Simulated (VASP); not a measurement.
```xyz
2
Lattice="0.0000 2.6474 2.6474 2.6474 0.0000 2.6474 2.6474 2.6474 0.0000" Properties=species:S:1:pos:R:3 pbc="T T T"
Zn     0.0000     0.0000     0.0000
S      1.3237     1.3237     1.3237
```

Level of theory: optB86b-vdW, VASP's PBE PAW potentials (set 64) (plane waves; VASP). Settings: 520 eV cut-off, 8×8×8 Γ-centred mesh, Gaussian smearing of 0.050 eV, potentials Zn S.

**Question.** Predict the energy per atom (σ→0), pressure, band gap (on the k-mesh) with the smallest direct gap where there is one.

**Answer.** 
```yaml
band gap (on the k-mesh): 2.33 eV
smallest direct gap (on the k-mesh): 2.33 eV
energy per atom (σ→0): -1.175 eV/atom
pressure: 5.32 GPa
```

Only differences to runs with the same potentials and settings are physical.

The compound is ZnS in the zinc blende structure. This cell is one point of a volume scan, at 0.94 of the reference volume.
